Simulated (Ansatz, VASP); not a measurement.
# Sn2Ir in VASP and in Ansatz

```xyz
3
Lattice="0.0000 3.1795 3.1795 3.1795 0.0000 3.1795 3.1795 3.1795 0.0000" Properties=species:S:1:pos:R:3 pbc="T T T"
Sn    1.5898    1.5898    1.5898
Sn    4.7693    4.7693    4.7693
Ir    0.0000    0.0000    0.0000
```

Change from the starting cell: volume scaled by 1.01, PAW files.

Alike in both runs: task electric field gradients; functional LDA; k mesh 10 × 10 × 10; occupations fermi-dirac, width 0.03 eV; no spin polarisation.

```csv
,VASP,Ansatz
version,VASP 6.6.1,Ansatz 0.2.0
potentials or method,"VASP PAW LDA potentials, release 64 (Sn_d, Ir)","PAW with Ansatz's default frozen-core files, scalar-relativistic"
plane-wave cutoff (eV),520,420
valence electrons in the cell,37,45
```

Ansatz gave:

* pressure (GPa): -3.3
* Vzz of the field gradient on the site that differs most (V/Å²): 0.0

What did VASP give for the same quantities?

Pressure (GPa): -3.0; Vzz of the field gradient on the site that differs most (V/Å²): 0.0.

The two sets of potentials don't hold the same shells in valence. Ansatz warned: «gradients_without_spin_orbit».

Spin-orbit coupling is left out, which matters for the levels of Ir.
